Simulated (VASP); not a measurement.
Calculation: HSE06 screened hybrid, VASP's PBE PAW potentials (set 64) (plane waves; VASP).

Input for VASP

File POSCAR:
```
Al35GeN35
1
    4.6932676572    -8.1289780179     0.0000000000
    4.6932676572     8.1289780179     0.0000000000
    0.0000000000     0.0000000000    10.0192026156
Al N Ge
35 35 1
Direct
  0.2208814433   0.1109806243   0.2477446291
  0.1104058020   0.2213395097   0.9968690714
  0.2243402181   0.1136768885   0.7463603652
  0.1082097254   0.2300128007   0.4908794596
  0.2058745976   0.4363338020   0.2495643841
  0.1103808564   0.5556384699   0.9967556784
  0.2287894079   0.4475519213   0.7496354503
  0.1079550864   0.5447245314   0.4906282177
  0.2207555635   0.7764197722   0.2476957620
  0.1119853530   0.8893071747   0.9981305889
  0.2242699818   0.7771341637   0.7463139543
  0.1121752431   0.8893826211   0.4985015884
  0.5536546120   0.1099406170   0.2498985439
  0.4441904350   0.2212813099   0.0006776815
  0.5562981321   0.1113796589   0.7493673790
  0.4443575269   0.2233116596   0.4999448110
  0.5520540349   0.4442205460   0.2497795920
  0.4433040656   0.5548544371   0.0005224787
  0.5637115239   0.4450459473   0.7568996100
  0.5519002099   0.7740274108   0.2498706269
  0.4440808101   0.8892794036   0.0006521186
  0.5635374525   0.7848884491   0.7569040882
  0.4442521549   0.8871822600   0.5000031945
  0.8854448271   0.1087741677   0.2493945469
  0.7777692182   0.2221150251   0.9982587557
  0.8923341072   0.1143825187   0.7472088805
  0.7750471763   0.2206852265   0.4987317273
  0.8853124793   0.4430847185   0.2492594395
  0.7794894425   0.5559320926   0.0013131795
  0.8924405256   0.4444214640   0.7471185619
  0.7795323691   0.5579760192   0.5014333988
  0.8884680694   0.7774598280   0.2497047719
  0.7793960981   0.8900450727   0.0014301467
  0.8920120714   0.7792839594   0.7504985564
  0.7793827961   0.8877473564   0.5014199189
  0.2222843587   0.1157920695   0.4392127663
  0.1057598811   0.2158752464   0.1864113961
  0.2226727958   0.1116715402   0.9382484773
  0.1150671556   0.2279123265   0.6850497589
  0.1056076663   0.5564463509   0.1862441047
  0.2216389737   0.4440986559   0.9405974797
  0.1152386126   0.5536277608   0.6848941866
  0.2222440018   0.7730764775   0.4391992641
  0.1108276848   0.8887112795   0.1901473789
  0.2225921544   0.7775465935   0.9381747846
  0.1141352124   0.8903503704   0.6893889907
  0.5524315089   0.1092421253   0.4412555143
  0.4430995864   0.2213474151   0.1917085577
  0.5551774811   0.1107751503   0.9407477808
  0.4474170169   0.2249583619   0.6911994267
  0.5589161240   0.4457347586   0.4414811590
  0.4344025434   0.5503280886   0.1951035394
  0.5572894879   0.4435589082   0.9471042474
  0.4604125544   0.5634147746   0.7133387952
  0.5584519570   0.7788004320   0.4416806955
  0.4429700033   0.8879614137   0.1917105982
  0.5571865142   0.7801245756   0.9471074594
  0.4473864905   0.8888658952   0.6912380656
  0.8826126158   0.1063119540   0.4407404969
  0.7756830263   0.2210368355   0.1900182265
  0.8889945266   0.1112465904   0.9386467073
  0.7781071388   0.2222530760   0.6900237051
  0.8825166279   0.4425551638   0.4406188561
  0.7751794265   0.5554110078   0.1919806313
  0.8889981322   0.4442319174   0.9385704038
  0.7827393070   0.5573655804   0.6921708312
  0.8909043109   0.7786541404   0.4412330521
  0.7751379133   0.8862671200   0.1921579314
  0.8896068487   0.7780970417   0.9415909475
  0.7825462122   0.8917510988   0.6921492237
  0.4288897319   0.5470534759   0.5133604023
```

**KPOINTS**
```
Automatic mesh
0
Gamma
1 1 1
0 0 0
```

**INCAR**
```
SYSTEM = Al35GeN35
PREC = Normal
ENCUT = 400
EDIFF = 1E-5
NELM = 50
ALGO = Normal
LREAL = Auto
LASPH = .TRUE.
ISMEAR = 0
SIGMA = 0.05
GGA = PE
LMAXMIX = 4
LWAVE = .FALSE.
LCHARG = .FALSE.
NELMIN = 4
ISYM = 0
HFSCREEN = 0.2
AEXX = 0.25
LHFCALC = .TRUE.
PRECFOCK = Fast
ISIF = 0
```

POTCAR, in this order: Al N Ge (PBE.64 set). Program: vasp_gam. Read from the step before: WAVECAR.

The run wrote:

### OUTCAR
```
 ion  position               nearest neighbor table
   1  0.221  0.111  0.248-  48 1.89  37 1.89  44 1.90  36 1.92  14 3.07   4 3.08  10 3.08   2 3.09
                            12 3.09  16 3.11  17 3.12  32 3.13   5 3.13  13 3.13  24 3.14   9 3.14
   2  0.110  0.221  0.997-  61 1.89  41 1.90  38 1.90  37 1.90  26 3.07   5 3.08   7 3.09   1 3.09
                             3 3.09  33 3.11  24 3.12  10 3.12  25 3.13  18 3.13  14 3.13   6 3.14
   3  0.224  0.114  0.746-  50 1.90  46 1.90  39 1.92  38 1.92  16 3.05  12 3.08   2 3.09  14 3.11
                            10 3.11   7 3.11  26 3.12  15 3.13  34 3.13  19 3.15  11 3.16   4 3.18
   4  0.108  0.230  0.491-  59 1.90  36 1.93  39 1.95   5 2.94   8 2.96  71 3.00  24 3.02   1 3.08
                            27 3.09  26 3.11   7 3.14  35 3.15   3 3.18  16 3.19  12 3.22
   5  0.206  0.436  0.250-  40 1.90  37 1.90  52 1.94   8 2.94   4 2.94  28 3.04  24 3.04   6 3.08
                             2 3.08   9 3.12   1 3.13  18 3.15  20 3.21  17 3.21
   6  0.110  0.556  0.997-  65 1.89  41 1.90  45 1.90  40 1.90  30 3.07   5 3.08   7 3.09  11 3.09
                             9 3.09  29 3.11  28 3.12  10 3.12  25 3.13  18 3.13  21 3.13   2 3.14
   7  0.229  0.448  0.750-  39 1.90  42 1.90  41 1.91  54 1.92  71 2.87  18 3.06   2 3.09   6 3.09
                             3 3.11  11 3.12   4 3.14  30 3.14  26 3.14   8 3.14  22 3.16  19 3.16
   8  0.108  0.545  0.491-  63 1.90  43 1.93  42 1.95   5 2.94   4 2.96  71 3.01  28 3.02   9 3.08
                            27 3.09  30 3.11   7 3.14  31 3.15  11 3.18  23 3.19  12 3.22
   9  0.221  0.776  0.248-  56 1.89  40 1.89  44 1.90  43 1.92  21 3.07   8 3.08  10 3.08   6 3.09
                            12 3.09  23 3.11  20 3.12  32 3.12   5 3.12  13 3.13  28 3.14   1 3.14
  10  0.112  0.889  0.998-  69 1.89  38 1.90  45 1.90  44 1.92  34 3.06   9 3.08   1 3.08  32 3.11
                             3 3.11  11 3.11  14 3.12  21 3.12   2 3.12   6 3.12  29 3.13  33 3.13
  11  0.224  0.777  0.746-  58 1.90  46 1.90  42 1.92  45 1.92  23 3.05  12 3.08   6 3.09  21 3.11
                            10 3.11   7 3.12  30 3.12  15 3.13  34 3.13  22 3.15   3 3.16   8 3.18
  12  0.112  0.889  0.499-  67 1.89  46 1.91  43 1.93  36 1.93  11 3.08   3 3.08  32 3.09   1 3.09
                             9 3.09  34 3.09  35 3.12  31 3.12  16 3.13  23 3.13   8 3.22   4 3.22
  13  0.554  0.110  0.250-  48 1.90  56 1.90  60 1.90  47 1.92  21 3.07  27 3.07  14 3.08  16 3.09
                            23 3.09  25 3.11  24 3.12  28 3.12   9 3.13   1 3.13  20 3.14  17 3.15
  14  0.444  0.221  0.001-  53 1.89  49 1.90  38 1.91  48 1.91  19 3.05   1 3.07  13 3.08  17 3.08
                            15 3.10   3 3.11  21 3.12  10 3.12  25 3.13   2 3.13  18 3.14  29 3.14
  15  0.556  0.111  0.749-  62 1.90  50 1.90  58 1.90  49 1.92  25 3.08  27 3.08  16 3.09  23 3.09
                            14 3.10  21 3.10  19 3.10  22 3.10   3 3.13  11 3.13  26 3.14  30 3.14
  16  0.444  0.223  0.500-  47 1.90  51 1.90  36 1.91  50 1.92   3 3.05  17 3.08  13 3.09  15 3.09
                             1 3.11  27 3.12  71 3.12  12 3.13  19 3.14  31 3.14  23 3.15   4 3.19
  17  0.552  0.444  0.250-  52 1.90  48 1.90  64 1.90  51 1.92  18 3.07  16 3.08  14 3.08  20 3.10
                            29 3.10   1 3.12  31 3.13  28 3.13  32 3.14  13 3.15   5 3.21
  18  0.443  0.555  0.001-  41 1.90  57 1.91  53 1.91  52 1.95   7 3.06  20 3.07  17 3.07  22 3.08
                            19 3.08   2 3.13   6 3.13  14 3.14  21 3.14  33 3.15  29 3.15   5 3.15
  19  0.564  0.445  0.757-  54 1.86  66 1.90  53 1.91  50 1.91  29 3.01  14 3.05  18 3.08  30 3.09
                            15 3.10  31 3.10  34 3.11  71 3.11  16 3.14   3 3.15   7 3.16  22 3.19
  20  0.552  0.774  0.250-  52 1.90  56 1.90  68 1.90  55 1.92  18 3.07  23 3.08  21 3.09  17 3.10
                            33 3.10   9 3.12  35 3.13  24 3.14  32 3.14  13 3.14   5 3.21
  21  0.444  0.889  0.001-  57 1.88  49 1.90  45 1.91  56 1.91  22 3.05   9 3.07  13 3.07  20 3.09
                            15 3.10  11 3.11  14 3.12  10 3.12  25 3.13   6 3.13  18 3.14  33 3.14
  22  0.564  0.785  0.757-  54 1.85  70 1.90  57 1.91  58 1.91  33 3.01  21 3.05  18 3.08  26 3.09
                            15 3.10  35 3.10  34 3.11  71 3.12  23 3.14  11 3.15   7 3.16  19 3.19
  23  0.444  0.887  0.500-  47 1.90  55 1.90  43 1.90  58 1.92  11 3.05  20 3.08  13 3.09  15 3.09
                             9 3.11  27 3.12  71 3.13  12 3.13  22 3.14  35 3.14  16 3.15   8 3.19
  24  0.885  0.109  0.249-  68 1.90  37 1.90  60 1.90  59 1.92   4 3.02   5 3.04  33 3.06  27 3.08
                            25 3.09  35 3.10  13 3.12   2 3.12  32 3.12  20 3.14   1 3.14  28 3.14
  25  0.778  0.222  0.998-  49 1.90  61 1.90  65 1.90  60 1.92  15 3.08  28 3.09  24 3.09  26 3.10
                            30 3.10  13 3.11  33 3.12  29 3.13   2 3.13   6 3.13  14 3.13  21 3.13
  26  0.892  0.114  0.747-  70 1.89  62 1.89  39 1.91  61 1.92   2 3.07  35 3.08  27 3.08  22 3.09
                            25 3.10  30 3.10   4 3.11   3 3.12  33 3.13  15 3.14   7 3.14  34 3.14
  27  0.775  0.221  0.499-  63 1.90  59 1.90  47 1.90  62 1.92  13 3.07  15 3.08  30 3.08  26 3.08
                            24 3.08  28 3.08   8 3.09   4 3.09  16 3.12  23 3.12  31 3.15  35 3.15
  28  0.885  0.443  0.249-  64 1.90  40 1.90  60 1.90  63 1.92   8 3.02   5 3.04  29 3.05  27 3.08
                            25 3.09  31 3.10  13 3.12   6 3.12  32 3.12  17 3.13  24 3.14   9 3.14
  29  0.779  0.556  0.001-  53 1.89  69 1.90  65 1.90  64 1.91  19 3.01  28 3.05  32 3.07  34 3.10
                            17 3.10   6 3.11  10 3.13  25 3.13  30 3.13  33 3.14  14 3.14  18 3.15
  30  0.892  0.444  0.747-  66 1.89  62 1.89  42 1.92  65 1.92   6 3.07  31 3.07  27 3.08  19 3.09
                            26 3.10  25 3.10   8 3.11  11 3.12  29 3.13  15 3.14   7 3.14  34 3.15
  31  0.780  0.558  0.501-  63 1.88  51 1.89  67 1.89  66 1.91  30 3.07  34 3.08  32 3.09  35 3.10
                            28 3.10  19 3.10  12 3.12  17 3.13  16 3.14  27 3.15   8 3.15
  32  0.888  0.777  0.250-  64 1.90  68 1.90  44 1.90  67 1.92  33 3.07  29 3.07  12 3.09  35 3.09
                            31 3.09  10 3.11  28 3.12   9 3.12  24 3.12   1 3.13  17 3.14  20 3.14
  33  0.779  0.890  0.001-  57 1.89  69 1.90  61 1.91  68 1.91  22 3.01  24 3.06  32 3.07  20 3.10
                            34 3.10   2 3.11  25 3.12  10 3.13  26 3.13  29 3.14  21 3.14  18 3.15
  34  0.892  0.779  0.750-  66 1.90  70 1.90  46 1.91  69 1.91  10 3.06  35 3.08  31 3.08  12 3.09
                            29 3.10  33 3.10  19 3.11  22 3.11  11 3.13   3 3.13  26 3.14  30 3.15
  35  0.779  0.888  0.501-  59 1.88  67 1.89  55 1.89  70 1.91  34 3.08  26 3.08  32 3.09  31 3.10
                            24 3.10  22 3.10  12 3.12  20 3.13  23 3.14  27 3.15   4 3.15
  36  0.222  0.116  0.439-  16 1.91   1 1.92   4 1.93  12 1.93
  37  0.106  0.216  0.186-   1 1.89  24 1.90   2 1.90   5 1.90
  38  0.223  0.112  0.938-   2 1.90  10 1.90  14 1.91   3 1.92
  39  0.115  0.228  0.685-   7 1.90  26 1.91   3 1.92   4 1.95
...
```

File OSZICAR:
```
       N       E                     dE             d eps       ncg     rms          rms(c)
DAV:   1    -0.608784906155E+03   -0.60878E+03   -0.17696E+01   420   0.867E+00    0.479E+01
DAV:   2    -0.608914813010E+03   -0.12991E+00   -0.46932E-01   406   0.158E+00    0.341E+01
DAV:   3    -0.608895909859E+03    0.18903E-01   -0.10964E-02   416   0.270E-01    0.211E+01
DAV:   4    -0.608888052756E+03    0.78571E-02   -0.40030E-03   400   0.131E-01    0.125E+01
DAV:   5    -0.608885590862E+03    0.24619E-02   -0.90871E-04   398   0.644E-02    0.733E+00
DAV:   6    -0.608884743674E+03    0.84719E-03   -0.25392E-04   400   0.417E-02    0.424E+00
DAV:   7    -0.608884468454E+03    0.27522E-03   -0.93036E-05   382   0.257E-02    0.244E+00
DAV:   8    -0.608884382297E+03    0.86157E-04   -0.25069E-05   256   0.144E-02    0.143E+00
DAV:   9    -0.608884356996E+03    0.25301E-04   -0.15678E-05   208   0.115E-02    0.818E-01
DAV:  10    -0.608884351821E+03    0.51742E-05   -0.57065E-06   206   0.636E-03
   1 F= -.60888435E+03 E0= -.60888435E+03  d E =-.786397E-14
```

OUTCAR:
```
------------------------ aborting loop because EDIFF is reached ----------------------------------------
  volume of cell :      764.49
      direct lattice vectors                 reciprocal lattice vectors
     4.693267657 -8.128978018  0.000000000     0.106535582 -0.061508347  0.000000000
     4.693267657  8.128978018  0.000000000     0.106535582  0.061508347  0.000000000
     0.000000000  0.000000000 10.019202616     0.000000000  0.000000000  0.099808342
  FREE ENERGIE OF THE ION-ELECTRON SYSTEM (eV)
  ---------------------------------------------------
  free  energy   TOTEN  =      -608.8843518215 eV

  energy  without entropy=     -608.8843518215  energy(sigma->0) =     -608.88435182

  exchange ACFDT corr.  =         0.00000000  see jH, gK, PRB 81, 115126
```
(Selected blocks of OUTCAR.)

The supercell is sampled at Γ alone, which is coarse: total energies, pressure and levels can be off, energies of defects by several tenths of an eV.

The cell is a supercell with a defect, built from AlN (wurtzite): Ge_Al-vac_N. The cell's shape comes from a PBE relaxation. The run is not spin-polarised, so no state with unpaired spins was tried.
